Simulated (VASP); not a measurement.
**GePt3 (relaxed from the D03 structure, space group Fm-3m): computed properties**

These are r2SCAN meta-GGA, VASP's PBE PAW potentials (set 64) (plane waves; VASP) values and carry that method's errors.

For GePt3, the space group is Fm-3m (225). The cell is a = b = c = 6.273 Å, α = β = γ = 90.00°, the volume per atom is 15.43 Å³/atom and the band gap (over mesh and band path) comes out as none (metal, semimetal or under 0.01 eV). The density is 17.70 g/cm³.

```
Pt3Ge
1.0
    0.00000     3.13658     3.13658
    3.13658     0.00000     3.13658
    3.13658     3.13658     0.00000
Ge Pt
1 3
Direct
  0.00000   0.00000   0.00000
  0.50000   0.50000   0.50000
  0.25000   0.25000   0.25000
  0.75000   0.75000   0.75000
```

Unless said otherwise, spin-orbit coupling is left out, though it shifts the bands of the heavy elements here.

The structure was generated: GePt3 was put into the D03 type (Fm-3m), which need not be its known phase. It was relaxed first, which changed the volume by -11 %. Symmetry was kept, so distortions that lower it aren't found.
